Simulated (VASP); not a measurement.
Level of theory: PBEsol GGA, VASP's PBE PAW potentials (set 64) (plane waves; VASP).

VASP input:

KPOINTS:
```
kpoints
0
G
5 5 5
0 0 0
```

**INCAR**
```
ALGO = Normal
EDIFF = 1E-6
ENCUT = 300
GGA = PS
ISIF = 2
ISMEAR = 0
LASPH = .TRUE.
LCHARG = .FALSE.
LMAXMIX = 4
LREAL = .FALSE.
LWAVE = .FALSE.
NELM = 100
PREC = Accurate
SIGMA = 0.02
SYSTEM = CuI
```

**POSCAR**
```
CuI
1
    0.0000000000     3.0343780000     3.0343780000
    3.0343780000     0.0000000000     3.0343780000
    3.0343780000     3.0343780000     0.0000000000
Cu I
1 1
Direct
  0.0000000000   0.0000000000   0.0000000000
  0.2500000000   0.2500000000   0.2500000000
```

POTCAR, in this order: Cu I (PBE.64 set). Program: vasp_std.

Output of the run:

**OSZICAR**
```
       N       E                     dE             d eps       ncg     rms          rms(c)
DAV:   1     0.881334624212E+02    0.88133E+02   -0.58219E+03   260   0.918E+02
DAV:   2    -0.116017434740E+01   -0.89294E+02   -0.83639E+02   260   0.221E+02
DAV:   3    -0.641153949818E+01   -0.52514E+01   -0.51883E+01   368   0.630E+01
DAV:   4    -0.657132823449E+01   -0.15979E+00   -0.15973E+00   322   0.106E+01
DAV:   5    -0.657504397651E+01   -0.37157E-02   -0.37157E-02   364   0.152E+00    0.558E+00
DAV:   6    -0.648801104262E+01    0.87033E-01   -0.48667E+00   268   0.583E+01    0.373E+00
DAV:   7    -0.628396526914E+01    0.20405E+00   -0.10355E+00   295   0.351E+01    0.161E+00
DAV:   8    -0.628742130096E+01   -0.34560E-02   -0.85212E-02   366   0.548E+00    0.604E-01
DAV:   9    -0.628267672140E+01    0.47446E-02   -0.20081E-02   326   0.401E+00    0.244E-01
DAV:  10    -0.628275301162E+01   -0.76290E-04   -0.78141E-04   305   0.218E-01    0.199E-01
DAV:  11    -0.628264185045E+01    0.11116E-03   -0.48237E-04   365   0.676E-01    0.419E-02
DAV:  12    -0.628265422408E+01   -0.12374E-04   -0.14619E-04   415   0.187E-01    0.480E-02
DAV:  13    -0.628265572852E+01   -0.15044E-05   -0.39952E-06   320   0.275E-02    0.278E-02
DAV:  14    -0.628265647736E+01   -0.74884E-06   -0.16540E-06   239   0.130E-02
   1 F= -.62826565E+01 E0= -.62826565E+01  d E =-.976634E-25
```

**OUTCAR**
```
------------------------ aborting loop because EDIFF is reached ----------------------------------------
  FORCE on cell =-STRESS in cart. coord.  units (eV):
  Direction    XX          YY          ZZ          XY          YZ          ZX
  --------------------------------------------------------------------------------------
  Total       -0.9597390     -0.9597390     -0.9597390      0.0000000      0.0000000      0.0000000
  in kB      -27.5184945    -27.5184945    -27.5184945      0.0000000      0.0000000      0.0000000
  external PRESSURE =     -27.5184945 kB  Pullay stress =       0.0000000 kB
  volume of cell :       55.88
      direct lattice vectors                 reciprocal lattice vectors
     0.000000000  3.034378000  3.034378000    -0.164778416  0.164778416  0.164778416
     3.034378000  0.000000000  3.034378000     0.164778416 -0.164778416  0.164778416
     3.034378000  3.034378000  0.000000000     0.164778416  0.164778416 -0.164778416
  FREE ENERGIE OF THE ION-ELECTRON SYSTEM (eV)
  ---------------------------------------------------
  free  energy   TOTEN  =        -6.2826564774 eV

  energy  without entropy=       -6.2826564774  energy(sigma->0) =       -6.28265648
```
(Selected blocks of OUTCAR.)

At this cut-off the stress carries a Pulay error, which pulls relaxed volumes low.

The structure is a typed CuI crystal. The cell was not relaxed at this level. The run is one of a series of settings (GGA = PS against the base run), some of them coarse on purpose.
